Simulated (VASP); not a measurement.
**KOsO3 (space group Pm-3m): computed properties**

Calculation: PBEsol GGA, VASP's PBE PAW potentials (set 64) (plane waves; VASP 6.6.1).

```yaml
space_group: Pm-3m (221)
cell: a = b = c = 3.8857 Å, α = β = γ = 90.00°
volume_per_atom: 11.73 Å³/atom
band gap (over mesh and band path): none (metal, semimetal or under 0.01 eV)
band_gap_with_spin_orbit_coupling: none (metallic)
density: 7.85 g/cm³
```

```
CELL_PARAMETERS angstrom
      3.88574     0.00000     0.00000
      0.00000     3.88574     0.00000
      0.00000     0.00000     3.88574
ATOMIC_POSITIONS crystal
  K  0.00000 0.00000 0.00000
  Os 0.50000 0.50000 0.50000
  O  0.50000 0.50000 0.00000
  O  0.00000 0.50000 0.50000
  O  0.50000 0.00000 0.50000
```

Unless said otherwise, spin-orbit coupling is left out, though it shifts the bands of the heavy elements here.

The structure comes from a computed database's KOsO3 entry (Pm-3m); how it stands against other phases isn't given here. It was relaxed first. Symmetry was kept, so distortions that lower it aren't found. The electron count is odd and the run is not spin-polarised, which forces a metal.
